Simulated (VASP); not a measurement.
Calculation: PBE GGA with D3 dispersion (zero damping), VASP's PBE PAW potentials (set 64) (plane waves; VASP 6.6.1).

VASP input:

**INCAR**
```
! general
SYSTEM  = Fe
PREC    = Accurate
ENCUT   = 520   ! plane-wave cut-off (eV)
LREAL   = F   ! projection in real space or not
LASPH   = T   ! aspherical one-centre terms

! electronic loop
EDIFF   = 1E-6   ! SCF stop (eV)
NELM    = 100
ALGO    = Normal
LMAXMIX = 4

! smearing
ISMEAR  = 1
SIGMA   = 0.1   ! width (eV)

! functional
GGA     = PE   ! PBE
IVDW    = 11   ! D3, zero damping

! spin
ISPIN   = 2
MAGMOM  = 2.1

! ions
IBRION  = 2   ! conjugate gradients
NSW     = 60
ISIF    = 3
EDIFFG  = -0.01

! output
LWAVE   = F
LCHARG  = F
LORBIT  = 10
```

### POSCAR
```
Fe
1
   -1.4015375697     1.4015375697     1.4015375697
    1.4015375697    -1.4015375697     1.4015375697
    1.4015375697     1.4015375697    -1.4015375697
Fe
1
Direct
  0.0000000000   1.0000000000   0.0000000000
```

**KPOINTS**
```
Automatic
0
Gamma
 16 16 16
```

POTCAR, in this order: Fe (PBE.64 set). Program: vasp_std.

Question: What will the output report for the number of irreducible k-points (NKPTS), largest plane-wave count, number of space-group operations, FFT grid (NGX, NGY, NGZ)?

Answer: 
The number of irreducible k-points (NKPTS) is 145, the largest plane-wave count comes out as 321 and the number of space-group operations comes out as 48. The FFT grid (NGX, NGY, NGZ) is 18 × 18 × 18.

The compound is Fe in the bcc structure. This run relaxes it. Symmetry was kept, so distortions that lower it aren't found. The start is the result of an earlier pass.
